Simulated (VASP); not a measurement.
Output of a VASP run:

### OSZICAR
```
       N       E                     dE             d eps       ncg     rms          rms(c)
DAV:   1     0.131343966584E+03    0.13134E+03   -0.82022E+03  3964   0.153E+03
DAV:   2    -0.136539594994E+02   -0.14500E+03   -0.13831E+03  4160   0.397E+02
DAV:   3    -0.251730694559E+02   -0.11519E+02   -0.11136E+02  4880   0.110E+02
DAV:   4    -0.256996686873E+02   -0.52660E+00   -0.52398E+00  5192   0.229E+01
DAV:   5    -0.257182509880E+02   -0.18582E-01   -0.18579E-01  5340   0.367E+00    0.193E+01
RMM:   6    -0.208313169679E+02    0.48869E+01   -0.23367E+01  4922   0.452E+01    0.577E+00
RMM:   7    -0.206924204821E+02    0.13890E+00   -0.21334E+00  4831   0.160E+01    0.482E+00
RMM:   8    -0.207877248788E+02   -0.95304E-01   -0.14959E+00  4932   0.107E+01    0.418E+00
RMM:   9    -0.207522265527E+02    0.35498E-01   -0.45607E-01  4875   0.702E+00    0.832E-01
RMM:  10    -0.207772238682E+02   -0.24997E-01   -0.20738E-01  5375   0.333E+00    0.189E+00
RMM:  11    -0.207750396201E+02    0.21842E-02   -0.11119E-01  4824   0.410E+00    0.416E-01
RMM:  12    -0.207801289504E+02   -0.50893E-02   -0.55607E-02  5979   0.136E+00    0.504E-01
RMM:  13    -0.207816307395E+02   -0.15018E-02   -0.16621E-02  6153   0.669E-01    0.543E-01
RMM:  14    -0.207823982730E+02   -0.76753E-03   -0.76384E-03  5393   0.544E-01    0.593E-01
RMM:  15    -0.207829059968E+02   -0.50772E-03   -0.34627E-03  5719   0.323E-01    0.684E-01
RMM:  16    -0.207830784276E+02   -0.17243E-03   -0.14829E-03  5292   0.190E-01    0.712E-01
RMM:  17    -0.207826615594E+02    0.41687E-03   -0.10707E-03  5125   0.348E-01    0.523E-01
RMM:  18    -0.207821152003E+02    0.54636E-03   -0.26165E-03  5632   0.610E-01    0.211E-01
RMM:  19    -0.207821092956E+02    0.59047E-05   -0.49650E-04  5404   0.214E-01    0.141E-01
RMM:  20    -0.207821228775E+02   -0.13582E-04   -0.16268E-04  4549   0.116E-01    0.113E-01
RMM:  21    -0.207821201856E+02    0.26918E-05   -0.10455E-04  4308   0.960E-02    0.727E-02
RMM:  22    -0.207821174990E+02    0.26866E-05   -0.68264E-05  3772   0.745E-02
   1 F= -.20782117E+02 E0= -.20782121E+02  d E =-.207821E+02
```

File OUTCAR:
```
------------------------ aborting loop because EDIFF is reached ----------------------------------------
  FORCE on cell =-STRESS in cart. coord.  units (eV):
  Direction    XX          YY          ZZ          XY          YZ          ZX
  --------------------------------------------------------------------------------------
  Total       -0.2830159     -0.2830159     -0.2830159      0.0000000      0.0000000      0.0000000
  in kB      -24.3709973    -24.3709973    -24.3709973      0.0000000      0.0000000      0.0000000
  external PRESSURE =     -24.3709973 kB  Pullay stress =       0.0000000 kB
  volume of cell :       18.61
      direct lattice vectors                 reciprocal lattice vectors
     0.000000000  2.103161852  2.103161852    -0.237737290  0.237737290  0.237737290
     2.103161852  0.000000000  2.103161852     0.237737290 -0.237737290  0.237737290
     2.103161852  2.103161852  0.000000000     0.237737290  0.237737290 -0.237737290
 POSITION                                       TOTAL-FORCE (eV/Angst)
 -----------------------------------------------------------------------------------
      0.00000      0.00000      0.00000         0.000000     -0.000000      0.000000
      2.10316      2.10316      2.10316        -0.000000      0.000000     -0.000000
 -----------------------------------------------------------------------------------
    total drift:                                0.000000     -0.000000      0.000000
  FREE ENERGIE OF THE ION-ELECTRON SYSTEM (eV)
  ---------------------------------------------------
  free  energy   TOTEN  =       -20.7821174990 eV

  energy  without entropy=      -20.7821273054  energy(sigma->0) =      -20.78212077

 reached required accuracy - stopping structural energy minimisation
```
(Selected blocks of OUTCAR.)

**POSCAR**
```
TiN
1
   -0.0000000000     2.1031618519     2.1031618519
    2.1031618519    -0.0000000000     2.1031618519
    2.1031618519     2.1031618519    -0.0000000000
Ti N
1 1
Direct
  0.0000000000   0.0000000000   0.0000000000
  0.5000000000   0.5000000000   0.5000000000
```

**Question.** Reconstruct the remaining input files.

**Answer.** One answer among several that fit: the input of the run itself, PBEsol GGA, plane waves, VASP's PBE PAW potentials (set 64).

### KPOINTS
```
Automatic mesh
0
Gamma
17 17 17
0 0 0
```

INCAR:
```
SYSTEM = TiN
PREC = Normal
ENCUT = 450
EDIFF = 1E-5
NELM = 100
ALGO = Fast
LREAL = .FALSE.
LASPH = .TRUE.
ISMEAR = 1
SIGMA = 0.1
GGA = PS
LMAXMIX = 4
LWAVE = .FALSE.
LCHARG = .FALSE.
NELMIN = 4
IBRION = 2
ISIF = 2
NSW = 20
EDIFFG = -0.03
```

POTCAR, in this order: Ti_sv N (PBE.64 set). Program: vasp_std.

At this cut-off the stress carries a Pulay error, which pulls relaxed volumes low.

The compound is TiN in the rock salt structure. It was relaxed first. The electron count is odd and the run is not spin-polarised, which forces a metal.
